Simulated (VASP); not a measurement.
# A VASP study of AlBAs2 (LAK): structure first, properties next, part 4 of 5

Wanted: the relaxed cell of AlBAs2 and its properties. The cell is invented: it takes the structure of COD entry 9008833, BAs (space group 216 there), with some of its atoms replaced by other elements, volume scaled by an estimate. It may not be a known or stable phase. Left out of this account: 1 further run (core levels: core levels are not valid at this level).

VASP 6.6.1; LAK; plane waves and PAW (As, Al, B); invented cell.

So far, gap on the k-mesh (eV): step 2 (rough relaxation of the start cell) 1.25; step 3 (relaxing cell and atoms (LAK)) 1.26; step 6 (density of states (LAK)) 1.26. The relaxed cell has a = 3.701, c = 5.450 Å (conventional setting).

### Step 7. Vibrations at Γ (LAK)

Zone-centre modes test whether the atoms sit at a minimum within this cell. IBRION = 6 takes the force constants from differences of forces between displaced cells, so the forces must be tight.

Input file INCAR:

```
SYSTEM = AlBAs2
PREC = Accurate
ENCUT = 420
EDIFF = 1E-08
NELM = 100
ISMEAR = -1
SIGMA = 0.05
LREAL = .FALSE.
ALGO = Normal
METAGGA = LAK
LASPH = .TRUE.
NBANDS = 14
LORBIT = 11
LWAVE = .FALSE.
LCHARG = .FALSE.
KPAR = 2
IBRION = 6
NFREE = 2
POTIM = 0.015
ISIF = 2
NSW = 1
```

Input file POSCAR:

```
AlBAs2
1.0
    3.7005641217      0.0000000000      0.0000000000
    0.0000000000      3.7005641217      0.0000000000
    0.0000000000      0.0000000000      5.4504905761
As Al B
2 1 1
Direct
    0.0000000000      0.5000000000      0.2859716471
    0.5000000000      0.0000000000      0.7140283529
    0.0000000000      0.0000000000      0.0000000000
    0.5000000000      0.5000000000      0.5000000000
```

Input file KPOINTS:

```
Automatic mesh
0
Gamma
7 7 5
0 0 0
```

The projector-augmented-wave data sets are As, Al and B (PBE family, release 64).

The run is started by

```console
$ mpirun -np 2 vasp_std
```

The log of the run:

```text
[... set-up lines as in an earlier step ...]
 entering main loop
       N       E                     dE             d eps       ncg     rms          rms(c)
DAV:   1     0.674459123966E+02    0.67446E+02   -0.53704E+03   840   0.780E+02
DAV:   2     0.134719954734E+02   -0.53974E+02   -0.49151E+02  1068   0.134E+02
[... 8 cycles as in an earlier step ...]
DAV:  11     0.158786286555E+02   -0.26380E-04   -0.88675E-05  1086   0.695E-02    0.195E-02
DAV:  12     0.158786244460E+02   -0.42095E-05   -0.76713E-06   960   0.234E-02    0.106E-02
DAV:  13     0.158786232384E+02   -0.12076E-05   -0.39895E-06   990   0.166E-02    0.242E-03
DAV:  14     0.158786230733E+02   -0.16510E-06   -0.75382E-07  1008   0.726E-03    0.396E-04
DAV:  15     0.158786230584E+02   -0.14866E-07   -0.27709E-08  1044   0.138E-03    0.383E-04
DAV:  16     0.158786230841E+02    0.25753E-07   -0.36368E-09   540   0.477E-04    0.116E-04
DAV:  17     0.158786230587E+02   -0.25434E-07   -0.24863E-09   480   0.514E-04    0.316E-05
DAV:  18     0.158786230524E+02   -0.63394E-08   -0.27562E-10   486   0.144E-04
   1 F= 0.15878623E+02 E0= 0.15878623E+02  d E =-.878545E-07
 Found     7 degrees of freedom:
 Finite differences POTIM= 0.01500 DOF=   7
 bond charge predicted
       N       E                     dE             d eps       ncg     rms          rms(c)
DAV:   1     0.158800772605E+02    0.14542E-02   -0.93703E-02  2040   0.185E+00    0.883E-02
DAV:   2     0.158797182850E+02   -0.35898E-03   -0.44879E-03  2592   0.502E-01    0.441E-02
DAV:   3     0.158796958214E+02   -0.22464E-04   -0.58106E-05  2340   0.680E-02    0.208E-02
DAV:   4     0.158796823604E+02   -0.13461E-04   -0.24241E-05  2508   0.446E-02    0.429E-03
DAV:   5     0.158796813710E+02   -0.98944E-06   -0.22833E-06  2346   0.128E-02    0.136E-03
DAV:   6     0.158796813144E+02   -0.56533E-07   -0.19695E-07  2592   0.366E-03    0.496E-04
DAV:   7     0.158796812968E+02   -0.17624E-07   -0.33520E-08  2298   0.160E-03    0.161E-04
DAV:   8     0.158796812959E+02   -0.89506E-09   -0.17107E-09  1230   0.382E-04
   2 F= 0.15879681E+02 E0= 0.15879681E+02  d E =-.882771E-07
[... from here on, the cycles between the ionic steps are left out ...]
   3 F= 0.15879681E+02 E0= 0.15879681E+02  d E =-.882769E-07
   4 F= 0.15880127E+02 E0= 0.15880127E+02  d E =-.884362E-07
   5 F= 0.15880127E+02 E0= 0.15880127E+02  d E =-.884372E-07
   6 F= 0.15880350E+02 E0= 0.15880350E+02  d E =-.121635E-06
   7 F= 0.15880577E+02 E0= 0.15880577E+02  d E =-.794988E-07
   8 F= 0.15879880E+02 E0= 0.15879880E+02  d E =-.887129E-07
   9 F= 0.15879880E+02 E0= 0.15879880E+02  d E =-.887133E-07
  10 F= 0.15880504E+02 E0= 0.15880504E+02  d E =-.103579E-06
  11 F= 0.15880504E+02 E0= 0.15880504E+02  d E =-.103574E-06
  12 F= 0.15879679E+02 E0= 0.15879679E+02  d E =-.893540E-07
  13 F= 0.15879679E+02 E0= 0.15879679E+02  d E =-.893543E-07
  14 F= 0.15880232E+02 E0= 0.15880233E+02  d E =-.968606E-07
 Finite differences progress:
  Degree of freedom:   7/  7
  Displacement:        1/  2
  Total:              13/ 14
 bond charge predicted
       N       E                     dE             d eps       ncg     rms          rms(c)
DAV:   1     0.158812151478E+02    0.98267E-03   -0.38779E-01  1344   0.370E+00    0.128E-01
DAV:   2     0.158803312845E+02   -0.88386E-03   -0.69831E-03  1620   0.665E-01    0.689E-02
DAV:   3     0.158802643989E+02   -0.66886E-04   -0.17458E-04  1422   0.108E-01    0.280E-02
DAV:   4     0.158802370188E+02   -0.27380E-04   -0.39557E-05  1614   0.566E-02    0.764E-03
DAV:   5     0.158802326441E+02   -0.43747E-05   -0.67125E-06  1542   0.213E-02    0.337E-03
DAV:   6     0.158802325468E+02   -0.97285E-07   -0.29796E-07  1638   0.434E-03    0.135E-03
DAV:   7     0.158802324795E+02   -0.67267E-07   -0.17070E-07  1530   0.339E-03    0.332E-04
DAV:   8     0.158802324763E+02   -0.32278E-08   -0.66727E-09  1098   0.884E-04
  15 F= 0.15880232E+02 E0= 0.15880233E+02  d E =-.968635E-07
 Finite differences progress:
  Degree of freedom:   7/  7
  Displacement:        2/  2
  Total:              14/ 14
```

Elapsed: 20 min, on 2 MPI ranks of AMD EPYC 7R43, shared host; peak memory 0.47 GiB; 40 min of CPU time.

From OUTCAR (step 7):

```text
   NELECT =      16.0000    total number of electrons

 E-fermi :   5.5600

 k-point     1 :       0.0000    0.0000    0.0000
  band No.  band energies     occupation
    ...
      4       1.3352      2.00000
      5       1.3979      2.00000
      6       4.4745      2.00000
      7       4.8924      2.00000
      8       4.9399      1.99999
      9       6.1714      0.00001
     10       6.3356      0.00000
     11       8.5868      0.00000
     12       8.6428      0.00000
     13       8.6454      0.00000
    ...

  Total        0.0238781     -0.0277593     -0.0048552      0.0000000      0.0000000      0.0000000
  in kB        0.5125538     -0.5958642     -0.1042196      0.0000000      0.0000000      0.0000000
  external PRESSURE =      -0.0625100 kB  Pullay stress =       0.0000000 kB

 POSITION                                       TOTAL-FORCE (eV/Angst)
 -----------------------------------------------------------------------------------
      0.00000      1.85028      1.55869         0.000000      0.000000     -0.082677
      1.85028      0.00000      3.89180         0.000000      0.000000     -0.096401
      0.00000      0.00000      0.00000         0.000000      0.000000     -0.035325
      1.85028      1.85028      2.71025         0.000000      0.000000      0.214404
 -----------------------------------------------------------------------------------
    total drift:                               -0.000000      0.000000      0.000622

  FREE ENERGIE OF THE ION-ELECTRON SYSTEM (eV)
  ---------------------------------------------------
  free  energy   TOTEN  =        15.8802324763 eV

  energy  without entropy=       15.8802325732  energy(sigma->0) =       15.88023252

 Eigenvectors and eigenvalues of the dynamical matrix
 ----------------------------------------------------

   1 f  =   18.518242 THz   116.353544 2PiTHz  617.702052 cm-1    76.585259 meV
             X         Y         Z           dx          dy          dz
      0.000000  1.850282  1.558686    -0.000000   -0.000000   -0.151482
      1.850282  0.000000  3.891805    -0.000000   -0.000000   -0.151482
      0.000000  0.000000  0.000000     0.000000    0.000000   -0.109477
      1.850282  1.850282  2.725245     0.000000    0.000000    0.970629

   2 f  =   15.458691 THz    97.129818 2PiTHz  515.646416 cm-1    63.931979 meV
             X         Y         Z           dx          dy          dz
      0.000000  1.850282  1.558686     0.288502   -0.031058   -0.000000
      1.850282  0.000000  3.891805     0.156100   -0.057401    0.000000
      0.000000  0.000000  0.000000    -0.165774    0.032983   -0.000000
      1.850282  1.850282  2.725245    -0.909307    0.180917   -0.000000

   3 f  =   15.458691 THz    97.129818 2PiTHz  515.646416 cm-1    63.931979 meV
             X         Y         Z           dx          dy          dz
      0.000000  1.850282  1.558686     0.057401    0.156100    0.000000
      1.850282  0.000000  3.891805     0.031058    0.288502    0.000000
      0.000000  0.000000  0.000000    -0.032983   -0.165774    0.000000
      1.850282  1.850282  2.725245    -0.180917   -0.909307    0.000000

   4 f  =   13.191757 THz    82.886251 2PiTHz  440.029636 cm-1    54.556697 meV
             X         Y         Z           dx          dy          dz
      0.000000  1.850282  1.558686     0.000000   -0.000000    0.278462
      1.850282  0.000000  3.891805     0.000000   -0.000000    0.278462
      0.000000  0.000000  0.000000    -0.000000    0.000000   -0.919042
      1.850282  1.850282  2.725245    -0.000000    0.000000   -0.016741

   5 f  =   11.407247 THz    71.673849 2PiTHz  380.504812 cm-1    47.176563 meV
             X         Y         Z           dx          dy          dz
      0.000000  1.850282  1.558686     0.015092   -0.478971    0.000000
      1.850282  0.000000  3.891805    -0.108378    0.066699   -0.000000
      0.000000  0.000000  0.000000     0.185635    0.820407    0.000000
      1.850282  1.850282  2.725245    -0.047659   -0.210629    0.000000

   6 f  =   11.407247 THz    71.673849 2PiTHz  380.504812 cm-1    47.176563 meV
             X         Y         Z           dx          dy          dz
      0.000000  1.850282  1.558686    -0.066699   -0.108378   -0.000000
      1.850282  0.000000  3.891805     0.478971    0.015092    0.000000
      0.000000  0.000000  0.000000    -0.820407    0.185635    0.000000
      1.850282  1.850282  2.725245     0.210629   -0.047659    0.000000

   7 f  =    7.999381 THz    50.261596 2PiTHz  266.830645 cm-1    33.082769 meV
             X         Y         Z           dx          dy          dz
      0.000000  1.850282  1.558686    -0.000000   -0.000000   -0.707107
      1.850282  0.000000  3.891805    -0.000000    0.000000    0.707107
      0.000000  0.000000  0.000000     0.000000   -0.000000    0.000000
      1.850282  1.850282  2.725245     0.000000    0.000000    0.000000

   8 f  =    4.294810 THz    26.985089 2PiTHz  143.259452 cm-1    17.761900 meV
             X         Y         Z           dx          dy          dz
      0.000000  1.850282  1.558686    -0.713967    0.003805    0.000000
      1.850282  0.000000  3.891805     0.577816   -0.004702   -0.000000
      0.000000  0.000000  0.000000     0.346479    0.002282   -0.000000
      1.850282  1.850282  2.725245    -0.190498   -0.001255   -0.000000

   9 f  =    4.294810 THz    26.985089 2PiTHz  143.259452 cm-1    17.761900 meV
             X         Y         Z           dx          dy          dz
      0.000000  1.850282  1.558686    -0.004702   -0.577816    0.000000
      1.850282  0.000000  3.891805     0.003805    0.713967   -0.000000
      0.000000  0.000000  0.000000     0.002282   -0.346479   -0.000000
      1.850282  1.850282  2.725245    -0.001255    0.190498   -0.000000

  10 f/i=    0.003341 THz     0.020994 2PiTHz    0.111454 cm-1     0.013819 meV
             X         Y         Z           dx          dy          dz
      0.000000  1.850282  1.558686    -0.629518   -0.052298    0.000000
      1.850282  0.000000  3.891805    -0.629991   -0.052258    0.000000
      0.000000  0.000000  0.000000    -0.377976   -0.031377    0.000000
      1.850282  1.850282  2.725245    -0.238973   -0.019838    0.000000

  11 f/i=    0.003341 THz     0.020994 2PiTHz    0.111454 cm-1     0.013819 meV
             X         Y         Z           dx          dy          dz
      0.000000  1.850282  1.558686     0.052258   -0.629991    0.000000
      1.850282  0.000000  3.891805     0.052298   -0.629518    0.000000
      0.000000  0.000000  0.000000     0.031377   -0.377976    0.000000
      1.850282  1.850282  2.725245     0.019838   -0.238973    0.000000

  12 f/i=    0.007960 THz     0.050016 2PiTHz    0.265525 cm-1     0.032921 meV
             X         Y         Z           dx          dy          dz
      0.000000  1.850282  1.558686    -0.000000    0.000000    0.632070
      1.850282  0.000000  3.891805    -0.000000    0.000000    0.632070
      0.000000  0.000000  0.000000    -0.000000    0.000000    0.378652
      1.850282  1.850282  2.725245    -0.000000    0.000000    0.239997

 ELASTIC MODULI CONTR FROM IONIC RELAXATION (kBar)
 Direction    XX          YY          ZZ          XY          YZ          ZX
 --------------------------------------------------------------------------------
 XX        -145.9405    107.1784      3.2795      0.0000      0.0000      0.0000
 YY         107.1784   -145.9405      3.2795      0.0000      0.0000      0.0000
 ZZ           3.2795      3.2795     -0.5549      0.0000     -0.0000     -0.0000
 XY           0.0000      0.0000      0.0000      0.0000      0.0000      0.0000
 YZ           0.0000      0.0000     -0.0000      0.0000   -211.9679      0.0000
 ZX           0.0000      0.0000     -0.0000      0.0000      0.0000   -211.9684
 --------------------------------------------------------------------------------

[... 8 parts as in an earlier step ...]

[... 9 further parts left out ...]
```

CONTCAR:

```
AlBAs2
   1.00000000000000
     3.7005641216999998    0.0000000000000000    0.0000000000000000
     0.0000000000000000    3.7005641216999998    0.0000000000000000
     0.0000000000000000    0.0000000000000000    5.4504905761000000
  As              Al              B
     2     1     1
Direct
     0.0000000000000000    0.5000000000000000    0.2859716470999984
     0.5000000000000000    0.0000000000000000    0.7140283529000016
     0.0000000000000000    0.0000000000000000    0.0000000000000000
     0.5000000000000000    0.5000000000000000    0.4972479541445730
```

The last energy, forces, stress and levels in OUTCAR belong to the last displaced cell, not to the cell of POSCAR.

Numbers from this step:

| Item | Value |
| --- | --- |
| bands | 14 |
| irreducible k-points | 30 |
| pressure of the cell | -0.009399 GPa |
| largest force of the cell | 0.007711 eV/Å |

Transverse limit, no LO-TO splitting. The modes at Γ (shares of kinetic energy by element, %):

| mode | frequency (cm⁻¹) | symmetry | As % | Al % | B % |
| --- | --- | --- | --- | --- | --- |
| 1 | -0.3 | acoustic | 80 | 14 | 6 |
| 2 | -0.1 | acoustic | 80 | 14 | 6 |
| 3 | -0.1 | acoustic | 80 | 14 | 6 |
| 4 | 143.3 | E | 84 | 12 | 4 |
| 5 | 143.3 | E | 84 | 12 | 4 |
| 6 | 266.8 | A1 | 100 | 0 | 0 |
| 7 | 380.5 | E | 25 | 71 | 5 |
| 8 | 380.5 | E | 25 | 71 | 5 |
| 9 | 440.0 | B | 16 | 84 | 0 |
| 10 | 515.6 | E | 11 | 3 | 86 |
| 11 | 515.6 | E | 11 | 3 | 86 |
| 12 | 617.7 | B | 5 | 1 | 94 |

Displacements in mode 5 (143.3 cm⁻¹), the largest set to 1:
```
As1 -1.00  0.01  0.00
As2  0.81 -0.01  0.00
Al3  0.81  0.01  0.00
B4  -0.70  0.00  0.00
```

Displacements in mode 11 (515.6 cm⁻¹), the largest set to 1:
```
As1  0.12 -0.01  0.00
As2  0.07 -0.02  0.00
Al3 -0.12  0.02  0.00
B4  -1.00  0.20  0.00
```

The three acoustic modes lie within 0.3 cm⁻¹ of zero, and all others are real. By the characters of their eigenvectors the optical modes sort into (cm⁻¹) Raman active: E 143, A1 267, E 381, B 440, E 516, B 618; infrared active: E 143, E 381, B 440, E 516, B 618. In this point group the infrared-active B modes are B2 and the others B1.

[end of part 4 of 5]

[Lines on the potential files, build, host, timing and source positions are cut from VASP's logs without a mark.]

[Logs are printed without paths, hosts, clocks, repeated set-up lines and the standing remarks that a program may print on its own settings, such as how far it seeks lower states.]

[Hosts, paths, dates, database ids (printed as entryN), source tags and the programs' standing remarks are cut or masked in the printed files.]

[A measured line is paired with the nearest computed mode of its activity, which favours agreement.]
